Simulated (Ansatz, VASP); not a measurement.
One calculation of MgAl2Pb2, two programs

```xyz
5
Lattice="4.4050 0.0000 0.0000 -2.2025 3.8148 0.0000 0.0000 0.0000 7.5961" Properties=species:S:1:pos:R:3 pbc="T T T"
Al    0.0000    2.5432    3.0419
Al    2.2025    1.2716    4.5542
Pb    0.0000    2.5432    5.9040
Pb    2.2025    1.2716    1.6921
Mg    0.0000    0.0000    0.0000
```

Alike in both runs: functional r2SCAN; k mesh 5 × 5 × 3; occupations gaussian, width 0.1049 eV; no spin polarisation.

Ansatz relaxed the structure, and its values are those at the end. VASP's run is a single point on that final structure, the one shown.

```csv
,VASP,Ansatz
version,VASP 6.6.1,Ansatz 0.2.0
potentials or method,"VASP PAW PBE potentials, release 64 (Al, Pb_d, Mg)",PAW plane waves
plane-wave cutoff (eV),520,500
valence electrons in the cell,36,44
```

VASP gave:

```
gap on the k mesh at the Fermi level (eV) : none
pressure (GPa)                            : -0.1
```

Which values does Ansatz return?

gap on the k mesh at the Fermi level (eV): none; pressure (GPa): 0.0.

A gap of «none» marks a metal or a gap that the smearing closes. The two sets of potentials don't hold the same shells in valence. Ansatz warned: «structure_snapped_to_symmetry».

Caveats: the PAW data sets were made with another functional, which shifts forces and pressure a little (VASP). Spin-orbit coupling is left out, which matters for the levels of Pb.
